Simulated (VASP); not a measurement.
Level of theory: r2SCAN meta-GGA, VASP's PBE PAW potentials (set 64) (plane waves; VASP).

Input for VASP

File KPOINTS:
```
Automatic mesh
0
Gamma
7 7 7
0 0 0
```

**INCAR**
```
SYSTEM = KCl
PREC = Accurate; ENCUT = 520; LREAL = .FALSE.
LASPH = .TRUE.
EDIFF = 1E-7; NELM = 100; ALGO = Normal
LMIXTAU = .TRUE.
ISMEAR = 0; SIGMA = 0.05
METAGGA = R2SCAN
ISIF = 2
LWAVE = .FALSE.; LCHARG = .FALSE.
```

**POSCAR**
```
KCl
1
    0.0000000000     3.0807983119     3.0807983119
    3.0807983119     0.0000000000     3.0807983119
    3.0807983119     3.0807983119     0.0000000000
K Cl
1 1
Direct
  0.0000000000   0.0000000000   0.0000000000
  0.5000000000   0.5000000000   0.5000000000
```

POTCAR, in this order: K_sv Cl (PBE.64 set). Program: vasp_std.

What VASP printed:

OUTCAR:
```
 ion  position               nearest neighbor table
   1  0.000  0.000  0.000-   2 3.08   2 3.08   2 3.08   2 3.08   2 3.08   2 3.08
   2  0.500  0.500  0.500-   1 3.08   1 3.08   1 3.08   1 3.08   1 3.08   1 3.08
  LATTYP: Found a face centered cubic cell.
 ALAT       =     6.1615966238
 Subroutine PRICEL returns:
 Original cell was already a primitive cell.
 Subroutine GETGRP returns: Found 48 space group operations
The static configuration has the point symmetry O_h .
The dynamic configuration has the point symmetry O_h .
 Subroutine INISYM returns: Found 48 space group operations
 Subroutine IBZKPT returns following result:
 Found     20 irreducible k-points:

 Following reciprocal coordinates:
            Coordinates               Weight
  0.000000  0.000000  0.000000      1.000000
  0.142857  0.000000  0.000000      8.000000
  0.285714  0.000000  0.000000      8.000000
  0.428571  0.000000  0.000000      8.000000
  0.142857  0.142857  0.000000      6.000000
  0.285714  0.142857  0.000000     24.000000
  0.428571  0.142857  0.000000     24.000000
 -0.428571  0.142857  0.000000     24.000000
 -0.285714  0.142857  0.000000     24.000000
 -0.142857  0.142857  0.000000     12.000000
  0.285714  0.285714  0.000000      6.000000
  0.428571  0.285714  0.000000     24.000000
 -0.428571  0.285714  0.000000     24.000000
 -0.285714  0.285714  0.000000     12.000000
  0.428571  0.428571  0.000000      6.000000
 -0.428571  0.428571  0.000000     12.000000
  0.428571  0.285714  0.142857     24.000000
 -0.428571  0.285714  0.142857     48.000000
 -0.428571  0.428571  0.142857     24.000000
 -0.285714  0.428571  0.142857     24.000000
   k-points           NKPTS =     20   k-points in BZ     NKDIM =     20   number of bands    NBANDS=     12
   number of dos      NEDOS =    301   number of ions     NIONS =      2
   total plane-waves  NPLWV =  32768
   dimension x,y,z NGX =    32 NGY =   32 NGZ =   32
...
```

File OSZICAR:
```
       N       E                     dE             d eps       ncg     rms          rms(c)
DAV:   1     0.963001159459E+02    0.96300E+02   -0.74756E+03   480   0.123E+03
DAV:   2    -0.138548606450E+02   -0.11015E+03   -0.10079E+03   592   0.293E+02
DAV:   3    -0.204184900597E+02   -0.65636E+01   -0.65322E+01   616   0.650E+01
DAV:   4    -0.206889812022E+02   -0.27049E+00   -0.26998E+00   832   0.119E+01
DAV:   5    -0.206921432505E+02   -0.31620E-02   -0.31619E-02   632   0.127E+00    0.356E+00
DAV:   6    -0.161339493638E+02    0.45582E+01   -0.16569E+00   608   0.138E+01    0.323E+00
DAV:   7    -0.162037901518E+02   -0.69841E-01   -0.45867E-01   600   0.848E+00    0.947E-01
DAV:   8    -0.170264246177E+02   -0.82263E+00   -0.38128E-01   496   0.636E+00    0.125E+00
DAV:   9    -0.165036047375E+02    0.52282E+00   -0.58086E-02   696   0.277E+00    0.110E+00
DAV:  10    -0.164855907127E+02    0.18014E-01   -0.26493E-01   480   0.641E+00    0.329E-01
DAV:  11    -0.164660804283E+02    0.19510E-01   -0.28618E-02   600   0.192E+00    0.419E-01
DAV:  12    -0.164552506248E+02    0.10830E-01   -0.13192E-02   480   0.174E+00    0.332E-01
DAV:  13    -0.164586054118E+02   -0.33548E-02   -0.56357E-03   496   0.111E+00    0.238E-01
DAV:  14    -0.164887907972E+02   -0.30185E-01   -0.91029E-03   484   0.139E+00    0.685E-02
DAV:  15    -0.164889116559E+02   -0.12086E-03   -0.24392E-04   792   0.127E-01    0.833E-02
DAV:  16    -0.164895916909E+02   -0.68004E-03   -0.73790E-04   508   0.343E-01    0.110E-01
DAV:  17    -0.164895633874E+02    0.28304E-04   -0.17194E-04   536   0.161E-01    0.825E-02
DAV:  18    -0.164894210092E+02    0.14238E-03   -0.28526E-04   532   0.190E-01    0.673E-02
DAV:  19    -0.164895546906E+02   -0.13368E-03   -0.10174E-04   520   0.154E-01    0.721E-02
DAV:  20    -0.164895797743E+02   -0.25084E-04   -0.27002E-05   560   0.698E-02    0.802E-02
DAV:  21    -0.164895829544E+02   -0.31801E-05   -0.12787E-06   604   0.150E-02    0.831E-02
DAV:  22    -0.164895903074E+02   -0.73530E-05   -0.20457E-06   576   0.136E-02    0.929E-02
DAV:  23    -0.164895938402E+02   -0.35328E-05   -0.31930E-07   568   0.596E-03    0.955E-02
DAV:  24    -0.164895713042E+02    0.22536E-04   -0.16048E-05   596   0.340E-02    0.613E-02
DAV:  25    -0.164895595295E+02    0.11775E-04   -0.11921E-05   516   0.336E-02    0.275E-02
DAV:  26    -0.164895559420E+02    0.35875E-05   -0.46520E-06   640   0.199E-02    0.114E-02
DAV:  27    -0.164895556380E+02    0.30401E-06   -0.11482E-06   528   0.117E-02    0.600E-03
DAV:  28    -0.164895553218E+02    0.31614E-06   -0.51141E-07   560   0.781E-03    0.255E-03
DAV:  29    -0.164895554369E+02   -0.11503E-06   -0.27114E-07   528   0.653E-03    0.714E-04
DAV:  30    -0.164895554278E+02    0.90240E-08   -0.59689E-08   388   0.366E-03
   1 F= -.16489555E+02 E0= -.16489555E+02  d E =-.437227E-14
```

File OUTCAR:
```
------------------------ aborting loop because EDIFF is reached ----------------------------------------
  FORCE on cell =-STRESS in cart. coord.  units (eV):
  Direction    XX          YY          ZZ          XY          YZ          ZX
  --------------------------------------------------------------------------------------
  Total        0.5120254      0.5120254      0.5120254      0.0000000     -0.0000000      0.0000000
  in kB       14.0275656     14.0275656     14.0275656      0.0000000     -0.0000000      0.0000000
  external PRESSURE =      14.0275656 kB  Pullay stress =       0.0000000 kB
  volume of cell :       58.48
      direct lattice vectors                 reciprocal lattice vectors
     0.000000000  3.080798312  3.080798312    -0.162295597  0.162295597  0.162295597
     3.080798312  0.000000000  3.080798312     0.162295597 -0.162295597  0.162295597
     3.080798312  3.080798312  0.000000000     0.162295597  0.162295597 -0.162295597
  FREE ENERGIE OF THE ION-ELECTRON SYSTEM (eV)
  ---------------------------------------------------
  free  energy   TOTEN  =       -16.4895554278 eV

  energy  without entropy=      -16.4895554278  energy(sigma->0) =      -16.48955543
```
(Selected blocks of OUTCAR.)

The compound is KCl in the rock salt structure. This cell is one point of a volume scan, at 0.94 of the reference volume.
